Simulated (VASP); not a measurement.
Given:

```
TiO2
1.0
   -1.87330     1.87330     4.73247
    1.87330    -1.87330     4.73247
    1.87330     1.87330    -4.73247
Ti O
2 4
Direct
  0.75000   0.25000   0.50000
  0.00000   0.00000   0.00000
  0.54189   0.04189   0.50000
  0.79189   0.79189   0.00000
  0.20811   0.20811   0.00000
  0.95811   0.45811   0.50000
```

Computed with LDA (Ceperley-Alder, Perdew-Zunger), VASP's LDA PAW potentials (set 64) (plane waves; VASP). Settings: 520 eV cut-off, 9×9×9 Γ-centred mesh, tetrahedra with Blöchl corrections, potentials Ti_sv O.

Problem. Estimate the energy per atom (σ→0).

Solution. 
The energy per atom (σ→0) is -9.806 eV/atom.

Total energies compare only between runs with the same potentials, cut-off and functional.

The compound is TiO2 in the anatase structure, one of several forms; rutile is the usual stable one. It was relaxed first.
